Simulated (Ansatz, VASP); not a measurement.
## One calculation of LuGe3O, two programs

The input INCAR:

```
SYSTEM = LuGe3O
PREC = Accurate
ENCUT = 520
EDIFF = 1E-7
ISMEAR = 0
SIGMA = 0.1
LREAL = .FALSE.
LASPH = .TRUE.
NELM = 100
ALGO = Normal
ISIF = 2
LWAVE = .FALSE.
LCHARG = .TRUE.
GGA = PE
LELF = .TRUE.
LVHAR = .TRUE.
NBANDS = 44
```

KPOINTS

```
regular mesh
0
G
  4 4 4
  0 0 0
```

Contents of POSCAR:

```
LuGe3O
1.0
    4.5660219600      0.0000000000      0.0000000000
    0.0000000000      4.5660219600      0.0000000000
    0.0000000000      0.0000000000      4.5660219600
Lu Ge O
1 3 1
Direct
    0.5000000000      0.5000000000      0.5000000000
    0.5000000000      0.0000000000      0.0000000000
    0.0000000000      0.5000000000      0.0000000000
    0.0000000000      0.0000000000      0.5000000000
    0.0000000000      0.0000000000      0.0000000000
```

Input for Ansatz:

```yaml
crystal:
  lattice:
    - [4.56602196, 0.0, 0.0]
    - [0.0, 4.56602196, 0.0]
    - [0.0, 0.0, 4.56602196]
  atoms:
    - { symbol: Lu, position: [0.5, 0.5, 0.5] }
    - { symbol: Ge, position: [0.5, 0.0, 0.0] }
    - { symbol: Ge, position: [0.0, 0.5, 0.0] }
    - { symbol: Ge, position: [0.0, 0.0, 0.5] }
    - { symbol: O, position: [0.0, 0.0, 0.0] }
basis:
  ecutwfc: 420
kpoints:
  mp_grid: { grid: [4, 4, 4] }
hamiltonian:
  xc: pbe
scf:
  occupations: { method: gaussian, width: 0.1 }
  lower_state_search: "off"
output:
  forces: true
  stress: true
  eigenvalues: true
```

Alike in both runs: task single point; functional PBE; k mesh 4 × 4 × 4; occupations gaussian, width 0.1 eV; no spin polarisation.

|  | VASP | Ansatz |
| --- | --- | --- |
| version | VASP 6.6.1 | Ansatz 0.2.0 |
| potentials or method | VASP PAW PBE potentials, release 64 (Lu, Ge_d, O) | scalar-relativistic, plane waves, PAW |
| plane-wave cutoff (eV) | 520 | 420 |
| valence electrons in the cell | 73 | 73 |

|  | VASP | Ansatz | Ansatz less VASP |
| --- | --- | --- | --- |
| gap on the k mesh at the Fermi level (eV) | none | none | - |
| pressure (GPa) | -5.3 | -5.4 | -0.08 |

A gap of «none» marks a metal or a gap that the smearing closes. With one functional, cell and mesh, what is left measures potentials, basis and numerics.

Caveats: an odd number of electrons without spin polarisation forces a metal; a magnetic or distorted state may lie lower. The runs have no spin-orbit coupling, so splittings on Lu are missing.
